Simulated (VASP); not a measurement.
**PIr2: accuracy against cost in the SCF threshold and SCF solver**

How sensitive are energy, pressure and forces of PIr2 to the SCF threshold and SCF solver? The atoms are off their equilibrium sites, so that forces can be compared too. The series runs use r2SCAN. The SCF threshold tried: EDIFF = 0.01; EDIFF = 0.001; EDIFF = 1E-04; EDIFF = 1E-05; EDIFF = 1E-06; EDIFF = 1E-08. The SCF solver tried: ALGO = Normal; ALGO = Fast; ALGO = VeryFast; ALGO = All; ALGO = Damped; AMIX = 0.1, BMIX = 0.01; AMIX = 0.8; IMIX = 1, AMIX = 0.2. The atoms of the start are displaced at random from the sites of a Fm-3m cell.

Method: r2SCAN; plane waves and PAW (P, Ir), in VASP 6.6.1.

The database entry behind the starting cell differs from later determinations by our own check (0.1 to 0.3 % short, probably kX units), so it need not match the best structure at ambient conditions.

## Step 1: Set-up

It takes space group P1 (No. 1, triclinic). The conventional cell has a = 3.914 Å, b = 3.914 Å, c = 3.914 Å, α = 60.00°, β = 60.00°, γ = 60.00°. Nearest to P lie 8 Ir at 2.37 to 2.43 Å. Nearest to Ir lie 4 P at 2.37 to 2.43 Å. Nearest to Ir lie 4 P at 2.37 to 2.42 Å. Farther neighbours are not listed.

## Step 2: SCF threshold: EDIFF = 0.01

EDIFF stops the electronic loop; forces need it tighter than energies do. r2SCAN adds the kinetic-energy density, costs more than a GGA and is run with LASPH.

Contents of INCAR:

```
SYSTEM = PIr2
PREC = Accurate
ENCUT = 400
EDIFF = 0.01
NELM = 100
ISMEAR = -1
SIGMA = 0.05
LREAL = .FALSE.
ALGO = Normal
METAGGA = R2SCAN
LASPH = .TRUE.
NBANDS = 17
LORBIT = 11
LWAVE = .FALSE.
LCHARG = .FALSE.
KPAR = 4
ISIF = 2
```

Contents of POSCAR:

```
PIr2
1.0
    0.0000000000      2.7675000000      2.7675000000
    2.7675000000      0.0000000000      2.7675000000
    2.7675000000      2.7675000000      0.0000000000
P Ir
1 2
Direct
   -0.0006980000     -0.0018240000      0.0097090000
    0.2376690000      0.2520630000      0.2591990000
    0.7571980000      0.7409000000      0.7626800000
```

Contents of KPOINTS:

```
Automatic mesh
0
Gamma
7 7 7
0 0 0
```

PAW data sets: P and Ir (PBE family, release 64).

On the command line:

```console
$ mpirun -np 4 vasp_std
```

Output:

```text
[banner, memory and clock lines left out]
running    4 mpi-ranks, on    1 nodes
 distrk:  each k-point on    1 cores,    4 groups
 distr:  one band on    1 cores,    1 groups

 POSCAR found type information on POSCAR P Ir
 POSCAR found :  2 types and       3 ions
|                                                                             |
|               ----> ADVICE to this user running VASP <----                  |
|                                                                             |
|     You enforced a specific xc type in the INCAR file but a different       |
|     [... a line on the potential file left out ...]
|     I HOPE YOU KNOW WHAT YOU ARE DOING!                                     |
|                                                                             |

 LDA part: xc-table for (None), standard interpolation
 POSCAR, INCAR and KPOINTS ok, starting setup
 FFT: planning ... GRIDC
 FFT: planning ... GRID_SOFT
 FFT: planning ... GRID
 WAVECAR not read
 entering main loop
       N       E                     dE             d eps       ncg     rms          rms(c)
DAV:   1     0.691902937082E+02    0.69190E+02   -0.91646E+03  5848   0.105E+03
DAV:   2    -0.112212867947E+03   -0.18140E+03   -0.17311E+03  5895   0.328E+02
DAV:   3    -0.120485471727E+03   -0.82726E+01   -0.81322E+01  7796   0.726E+01
DAV:   4    -0.120625736901E+03   -0.14027E+00   -0.13989E+00  7202   0.969E+00
DAV:   5    -0.120628654769E+03   -0.29179E-02   -0.29168E-02  8013   0.130E+00    0.257E+01
DAV:   6    -0.115160888236E+03    0.54678E+01   -0.47873E+00  7814   0.250E+01    0.993E+00
DAV:   7    -0.115116025420E+03    0.44863E-01   -0.21436E-01  7602   0.497E+00    0.575E+00
DAV:   8    -0.115101355658E+03    0.14670E-01   -0.24030E-02  6330   0.128E+00    0.540E-01
DAV:   9    -0.115100282953E+03    0.10727E-02   -0.33405E-03  3442   0.744E-01
   1 F= -.11510028E+03 E0= -.11509638E+03  d E =-.780880E-02
```

Elapsed: 30 s, on 4 MPI ranks of Intel Xeon 6975P-C (Granite Rapids), shared host; peak memory 0.85 GiB; 1.9 min of CPU time.

Lines that name or quote the potential files are left out of all logs, and their timing lines are given in words.

From OUTCAR (step 2):

```text
ion  position               nearest neighbor table
   1  0.999  0.998  0.010-   2 2.37   3 2.37   2 2.38   3 2.39   2 2.40   3 2.41   3 2.42   2 2.43

  LATTYP: Found a face centered cubic cell.
 ALAT       =     5.5350000000

 Subroutine GETGRP returns: Found  1 space group operations
 (whereof  1 operations were pure point group operations)

The static configuration has the point symmetry C_1 .

 Found    172 irreducible k-points:

   k-points           NKPTS =    172   k-points in BZ     NKDIM =    172   number of bands    NBANDS=     17

   dimension x,y,z NGX =    28 NGY =   28 NGZ =   28
   dimension x,y,z NGXF=    56 NGYF=   56 NGZF=   56

   ENCUT  =  400.0 eV  29.40 Ry    5.42 a.u.   6.38  6.38  6.38*2*pi/ulx,y,z

   NELECT =      23.0000    total number of electrons

 k-points in reciprocal lattice and weights: Automatic mesh
   0.00000000  0.00000000  0.00000000       0.003
   0.14285714  0.00000000  0.00000000       0.006
   0.00000000  0.14285714  0.00000000       0.006
   0.00000000  0.00000000  0.14285714       0.006
   0.14285714  0.14285714  0.14285714       0.006
   0.28571429  0.00000000  0.00000000       0.006
   0.00000000  0.28571429  0.00000000       0.006
   0.00000000  0.00000000  0.28571429       0.006
   0.28571429  0.28571429  0.28571429       0.006
[...]
0.28571429  0.42857143 -0.28571429       0.006
   0.42857143 -0.28571429  0.14285714       0.006

 average (electrostatic) potential at core
       1 -83.1031       2 -53.5620       3 -53.5592

 E-fermi :   9.7250

 k-point     1 :       0.0000    0.0000    0.0000
  band No.  band energies     occupation
    ...
      5       3.6489      2.00000
      6       3.6543      2.00000
      7       9.0486      2.00000
      8       9.1616      1.99997
      9       9.2103      1.99993
     10      10.7313      0.00000
     11      11.5100      0.00000
     12      11.5383      0.00000
     13      14.3383      0.00000
     14      14.5632      0.00000
    ...

 k-point     2 :       0.1429    0.0000    0.0000
  band No.  band energies     occupation
    ...
      5       3.8784      2.00000
      6       3.8877      2.00000
      7       8.5375      2.00000
      8       8.8230      2.00000
      9       8.8920      2.00000
     10      10.5270      0.00000
     11      10.5619      0.00000
     12      11.3537      0.00000
     13      12.7053      0.00000
     14      14.4674      0.00000
    ...

 k-point     3 :       0.0000    0.1429    0.0000
  band No.  band energies     occupation
    ...
      5       3.8781      2.00000
      6       3.9140      2.00000
      7       8.6087      2.00000
      8       8.7303      2.00000
      9       8.8366      2.00000
     10      10.5305      0.00000
     11      10.6363      0.00000
     12      11.2969      0.00000
     13      12.5422      0.00000
     14      14.2490      0.00000
    ...

  Total        0.9130689      1.1690295      0.9175346      0.1476315     -0.1406985      0.3206119
  in kB       34.5081176     44.1817758     34.6768922      5.5795170     -5.3174953     12.1170608
  external PRESSURE =      37.7889285 kB  Pullay stress =       0.0000000 kB

  energy-cutoff  :      400.00
  volume of cell :       42.39
      direct lattice vectors                 reciprocal lattice vectors
     0.000000000  2.767500000  2.767500000    -0.180668473  0.180668473  0.180668473
     2.767500000  0.000000000  2.767500000     0.180668473 -0.180668473  0.180668473
     2.767500000  2.767500000  0.000000000     0.180668473  0.180668473 -0.180668473

 POSITION                                       TOTAL-FORCE (eV/Angst)
 -----------------------------------------------------------------------------------
      2.78932      2.79244      5.52802        -0.034700     -0.016247     -0.118176
      1.41492      1.37508      1.35533        -0.268869      0.811176      0.369647
      4.16116      4.20626      4.14599         0.303569     -0.794929     -0.251471
 -----------------------------------------------------------------------------------
    total drift:                                0.000203     -0.000048     -0.000514

  FREE ENERGIE OF THE ION-ELECTRON SYSTEM (eV)
  ---------------------------------------------------
  free  energy   TOTEN  =      -115.1002829529 eV

  energy  without entropy=     -115.0924741495  energy(sigma->0) =     -115.09637855

 total charge
# of ion       s       p       d       tot
------------------------------------------
    1        0.944   1.406   0.000   2.349
    2        0.638   0.716   7.268   8.622
    3        0.638   0.716   7.266   8.620
--------------------------------------------------
tot          2.219   2.838  14.534  19.591

[... 3 further parts left out ...]
```

This run has no spin polarisation. Its electron count is odd, so without a moment it is a metal by construction. The k-mesh is coarse for a metal. The PAW data sets were made with PBE, which is usual practice but a small mismatch for other functionals.

Numbers from this step:

```
SCF cycles              : 9
electrons               : 23
bands                   : 17
irreducible k-points    : 172
symmetry operations     : 1
free energy (TOTEN)     : -115.1003 eV
energy at zero smearing : -115.0964 eV
Fermi energy            : 9.725 eV
pressure                : 3.779 GPa
metallic                : yes
```

The series starts at -38.3655 eV an atom and 3.78 GPa, after 9 cycles in 30 s.

## Step 3: SCF threshold: EDIFF = 0.001

INCAR: that of step 2 with these lines changed.

```diff
@@ -3,3 +3,3 @@
 ENCUT = 400
-EDIFF = 0.01
+EDIFF = 0.001
 NELM = 100
```

POSCAR is that of step 2.

KPOINTS is that of step 2.

On the command line:

```console
$ mpirun -np 4 vasp_std
```

Output:

```text
[banner, memory and clock lines left out]
running    4 mpi-ranks, on    1 nodes
[...]
[... a notice as in an earlier step ...]

 LDA part: xc-table for (None), standard interpolation
 POSCAR, INCAR and KPOINTS ok, starting setup
[...]
entering main loop
       N       E                     dE             d eps       ncg     rms          rms(c)
[... 4 cycles as in an earlier step ...]
DAV:   5    -0.120628668241E+03   -0.29313E-02   -0.29303E-02  8101   0.130E+00    0.257E+01
DAV:   6    -0.115160898622E+03    0.54678E+01   -0.47876E+00  7814   0.250E+01    0.993E+00
DAV:   7    -0.115116027705E+03    0.44871E-01   -0.21440E-01  7604   0.497E+00    0.575E+00
DAV:   8    -0.115101358880E+03    0.14669E-01   -0.24058E-02  6533   0.128E+00    0.541E-01
DAV:   9    -0.115100349360E+03    0.10095E-02   -0.39580E-03  7158   0.741E-01    0.301E-01
DAV:  10    -0.115100497316E+03   -0.14796E-03   -0.48369E-04  3604   0.269E-01
   1 F= -.11510050E+03 E0= -.11509659E+03  d E =-.780971E-02
```

Elapsed: 33 s, on 4 MPI ranks; peak memory 0.84 GiB.

Parts of OUTCAR (step 3):

```text
  Total        1.0028744      1.2580523      1.0071793      0.1383387     -0.1319612      0.2976135
  in kB       37.9021850     47.5462623     38.0648803      5.2283094     -4.9872806     11.2478724
  external PRESSURE =      41.1711092 kB  Pullay stress =       0.0000000 kB

 POSITION                                       TOTAL-FORCE (eV/Angst)
 -----------------------------------------------------------------------------------
      2.78932      2.79244      5.52802        -0.034739     -0.016674     -0.119363
      1.41492      1.37508      1.35533        -0.269636      0.813949      0.371102
      4.16116      4.20626      4.14599         0.304375     -0.797274     -0.251739
 -----------------------------------------------------------------------------------
    total drift:                                0.000133      0.000094     -0.000565

  FREE ENERGIE OF THE ION-ELECTRON SYSTEM (eV)
  ---------------------------------------------------
  free  energy   TOTEN  =      -115.1004973159 eV

  energy  without entropy=     -115.0926876012  energy(sigma->0) =     -115.09659246

[... 2 parts as in an earlier step ...]

[... 1 further part left out ...]
[key lines of the parts left out:]
E-fermi :   9.7214
```

Against the run before the energy moves by -0.07 meV an atom and the pressure by +0.34 GPa, after 10 cycles in 33 s.

## Step 4: SCF threshold: EDIFF = 1E-04

INCAR: that of step 3 with these lines changed.

```diff
@@ -3,3 +3,3 @@
 ENCUT = 400
-EDIFF = 0.001
+EDIFF = 1E-04
 NELM = 100
```

POSCAR is that of step 3.

KPOINTS is that of step 3.

On the command line:

```console
$ mpirun -np 4 vasp_std
```

Output:

```text
[... set-up lines as in an earlier step ...]
 entering main loop
       N       E                     dE             d eps       ncg     rms          rms(c)
[... 8 cycles as in an earlier step ...]
DAV:   9    -0.115100352210E+03    0.10067E-02   -0.39866E-03  8449   0.741E-01    0.301E-01
DAV:  10    -0.115100506366E+03   -0.15416E-03   -0.53814E-04  6646   0.262E-01    0.107E-01
DAV:  11    -0.115100493682E+03    0.12684E-04   -0.17429E-04  3857   0.206E-01
   1 F= -.11510049E+03 E0= -.11509659E+03  d E =-.780917E-02
```

It took 36 s on 4 MPI ranks; peak memory 0.84 GiB.

Parts of OUTCAR (step 4):

```text
  Total        1.0156227      1.2707613      1.0199783      0.1359659     -0.1302404      0.2930885
  in kB       38.3839890     48.0265821     38.5486035      5.1386323     -4.9222471     11.0768564
  external PRESSURE =      41.6530582 kB  Pullay stress =       0.0000000 kB

 POSITION                                       TOTAL-FORCE (eV/Angst)
 -----------------------------------------------------------------------------------
      2.78932      2.79244      5.52802        -0.034743     -0.016059     -0.118787
      1.41492      1.37508      1.35533        -0.269613      0.813404      0.370659
      4.16116      4.20626      4.14599         0.304356     -0.797344     -0.251872
 -----------------------------------------------------------------------------------
    total drift:                                0.000378     -0.000857     -0.000359

  FREE ENERGIE OF THE ION-ELECTRON SYSTEM (eV)
  ---------------------------------------------------
  free  energy   TOTEN  =      -115.1004936818 eV

  energy  without entropy=     -115.0926845109  energy(sigma->0) =     -115.09658910

[... 2 parts as in an earlier step ...]

[... 1 further part left out ...]
[key lines of the parts left out:]
E-fermi :   9.7210
```

Against the run before the energy stays within 0.01 meV an atom; the pressure moves by +0.05 GPa, after 11 cycles in 36 s.

## Step 5: SCF threshold: EDIFF = 1E-05

INCAR: that of step 4 with these lines changed.

```diff
@@ -3,3 +3,3 @@
 ENCUT = 400
-EDIFF = 1E-04
+EDIFF = 1E-05
 NELM = 100
```

POSCAR is that of step 4.

KPOINTS is that of step 4.

On the command line:

```console
$ mpirun -np 4 vasp_std
```

Output:

```text
[... set-up lines as in an earlier step ...]
 entering main loop
       N       E                     dE             d eps       ncg     rms          rms(c)
[... 9 cycles as in an earlier step ...]
DAV:  10    -0.115100506693E+03   -0.15448E-03   -0.54139E-04  7536   0.262E-01    0.108E-01
DAV:  11    -0.115100495749E+03    0.10944E-04   -0.19184E-04  8541   0.204E-01    0.461E-02
DAV:  12    -0.115100487345E+03    0.84035E-05   -0.14788E-05  3801   0.600E-02
   1 F= -.11510049E+03 E0= -.11509658E+03  d E =-.780829E-02
```

Elapsed: 40 s, on 4 MPI ranks; peak memory 0.84 GiB.

OUTCAR, selected parts (step 5):

```text
  Total        1.0249149      1.2801284      1.0292899      0.1362257     -0.1303705      0.2933151
  in kB       38.7351749     48.3805962     38.9005191      5.1484525     -4.9271642     11.0854208
  external PRESSURE =      42.0054301 kB  Pullay stress =       0.0000000 kB

 POSITION                                       TOTAL-FORCE (eV/Angst)
 -----------------------------------------------------------------------------------
      2.78932      2.79244      5.52802        -0.034502     -0.016501     -0.118640
      1.41492      1.37508      1.35533        -0.269652      0.813389      0.370548
      4.16116      4.20626      4.14599         0.304155     -0.796888     -0.251908
 -----------------------------------------------------------------------------------
    total drift:                                0.000019      0.000464      0.000336

  FREE ENERGIE OF THE ION-ELECTRON SYSTEM (eV)
  ---------------------------------------------------
  free  energy   TOTEN  =      -115.1004873453 eV

  energy  without entropy=     -115.0926790590  energy(sigma->0) =     -115.09658320

[... 2 parts as in an earlier step ...]

[... 1 further part left out ...]
[key lines of the parts left out:]
E-fermi :   9.7212
```

Against the run before the energy stays within 0.01 meV an atom; the pressure moves by +0.04 GPa, after 12 cycles in 40 s.

## Step 6: SCF threshold: EDIFF = 1E-06

INCAR: that of step 5 with these lines changed.

```diff
@@ -3,3 +3,3 @@
 ENCUT = 400
-EDIFF = 1E-05
+EDIFF = 1E-06
 NELM = 100
```

POSCAR is that of step 5.

KPOINTS is that of step 5.

On the command line:

```console
$ mpirun -np 4 vasp_std
```

Output:

```text
[... set-up lines as in an earlier step ...]
 entering main loop
       N       E                     dE             d eps       ncg     rms          rms(c)
[... 10 cycles as in an earlier step ...]
DAV:  11    -0.115100495807E+03    0.10886E-04   -0.19243E-04  9053   0.204E-01    0.467E-02
DAV:  12    -0.115100487529E+03    0.82775E-05   -0.16675E-05  8107   0.599E-02    0.788E-03
DAV:  13    -0.115100485894E+03    0.16349E-05   -0.14694E-06  4017   0.965E-03    0.283E-03
DAV:  14    -0.115100485728E+03    0.16653E-06   -0.29039E-07  3658   0.798E-03
   1 F= -.11510049E+03 E0= -.11509658E+03  d E =-.780864E-02
```

Run time: 45 s. Hardware: 4 MPI ranks; peak memory 0.83 GiB.

OUTCAR, selected parts (step 6):

```text
  Total        1.0219072      1.2772492      1.0262894      0.1375059     -0.1315319      0.2965264
  in kB       38.6215019     48.2717812     38.7871216      5.1968369     -4.9710562     11.2067856
  external PRESSURE =      41.8934682 kB  Pullay stress =       0.0000000 kB

 POSITION                                       TOTAL-FORCE (eV/Angst)
 -----------------------------------------------------------------------------------
      2.78932      2.79244      5.52802        -0.034564     -0.016387     -0.118567
      1.41492      1.37508      1.35533        -0.269467      0.812794      0.370311
      4.16116      4.20626      4.14599         0.304031     -0.796407     -0.251744
 -----------------------------------------------------------------------------------
    total drift:                                0.000076      0.000128      0.000075

  FREE ENERGIE OF THE ION-ELECTRON SYSTEM (eV)
  ---------------------------------------------------
  free  energy   TOTEN  =      -115.1004857280 eV

  energy  without entropy=     -115.0926770872  energy(sigma->0) =     -115.09658141

[... 2 parts as in an earlier step ...]

[... 1 further part left out ...]
[key lines of the parts left out:]
E-fermi :   9.7213
```

Against the run before the energy stays within 0.01 meV an atom; the pressure moves by -0.01 GPa, after 14 cycles in 45 s.

## Step 7: SCF threshold: EDIFF = 1E-08

INCAR: that of step 6 with these lines changed.

```diff
@@ -3,3 +3,3 @@
 ENCUT = 400
-EDIFF = 1E-06
+EDIFF = 1E-08
 NELM = 100
```

POSCAR is that of step 6.

KPOINTS is that of step 6.

On the command line:

```console
$ mpirun -np 4 vasp_std
```

Output:

```text
[... set-up lines as in an earlier step ...]
 entering main loop
       N       E                     dE             d eps       ncg     rms          rms(c)
[... 11 cycles as in an earlier step ...]
DAV:  12    -0.115100487535E+03    0.82715E-05   -0.16734E-05  8731   0.599E-02    0.791E-03
DAV:  13    -0.115100485909E+03    0.16268E-05   -0.15292E-06  7376   0.932E-03    0.243E-03
DAV:  14    -0.115100485733E+03    0.17511E-06   -0.18019E-07  7769   0.488E-03    0.103E-03
DAV:  15    -0.115100485485E+03    0.24791E-06   -0.15810E-08  4319   0.150E-03    0.413E-04
DAV:  16    -0.115100485497E+03   -0.11467E-07   -0.30375E-09  3790   0.600E-04    0.126E-04
DAV:  17    -0.115100485490E+03    0.68010E-08   -0.66237E-10  3498   0.285E-04
   1 F= -.11510049E+03 E0= -.11509658E+03  d E =-.780858E-02
```

It took 53 s on 4 MPI ranks; peak memory 0.84 GiB; 3.5 min of CPU time.

Parts of OUTCAR (step 7):

```text
  Total        1.0210489      1.2763205      1.0254328      0.1374611     -0.1314904      0.2964143
  in kB       38.5890642     48.2366822     38.7547469      5.1951413     -4.9694878     11.2025477
  external PRESSURE =      41.8601645 kB  Pullay stress =       0.0000000 kB

 POSITION                                       TOTAL-FORCE (eV/Angst)
 -----------------------------------------------------------------------------------
      2.78932      2.79244      5.52802        -0.034575     -0.016389     -0.118619
      1.41492      1.37508      1.35533        -0.269426      0.812656      0.370294
      4.16116      4.20626      4.14599         0.304001     -0.796268     -0.251675
 -----------------------------------------------------------------------------------
    total drift:                                0.000053      0.000084     -0.000032

  FREE ENERGIE OF THE ION-ELECTRON SYSTEM (eV)
  ---------------------------------------------------
  free  energy   TOTEN  =      -115.1004854902 eV

  energy  without entropy=     -115.0926769097  energy(sigma->0) =     -115.09658120

[... 2 parts as in an earlier step ...]

[... 1 further part left out ...]
[key lines of the parts left out:]
E-fermi :   9.7213
```

Against the run before the energy stays within 0.01 meV an atom and the pressure within 0.01 GPa, after 17 cycles in 53 s.

(Continued in part 2 of 3.)

[Lines on the potential files, build, host, timing and source positions are cut from VASP's logs without a mark.]

[Logs are printed without paths, hosts, clocks, repeated set-up lines and the standing remarks that a program may print on its own settings, such as how far it seeks lower states.]

[Hosts, paths, dates, database ids (printed as entryN), source tags and the programs' standing remarks are cut or masked in the printed files.]

[A measured line is paired with the nearest computed mode of its activity, which favours agreement.]

[In band tables of VASP the shares of atoms and orbitals are scaled to a sum of 1 inside the atoms' spheres.]
